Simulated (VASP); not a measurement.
Here is the system:

```xyz
4
Lattice="3.8384 0.0000 0.0000 -1.9192 3.3241 0.0000 0.0000 0.0000 9.5204" Properties=species:S:1:pos:R:3 pbc="T T T"
B      0.0000     2.2161     2.3801
B      1.9192     1.1080     7.1403
Bi     1.9192     1.1080     2.3801
Bi     0.0000     2.2161     7.1403
```

Calculation: PBEsol GGA, VASP's PBE PAW potentials (set 64) (plane waves; VASP 6.6.1). Settings: 520 eV cut-off, 9×9×3 Γ-centred mesh, tetrahedra with Blöchl corrections, potentials B Bi_d.

Question: The job: BBi (relaxed from the layered h-BN type structure, space group P6_3/mmc), 4 atoms, PBEsol, static run, 520 eV, 9×9×3 Γ-centred mesh. Roughly how much core time does it take on a busy server core?

Answer: About 2 core-minutes (one run on a shared machine, a rough figure). It had 24 irreducible k-points, 22 bands, up to 3303 plane waves and 16 electronic steps.

The structure was generated: BBi was put into the layered h-BN type type (P6_3/mmc), which need not be its known phase. It was relaxed first, which changed the volume by -7 %.
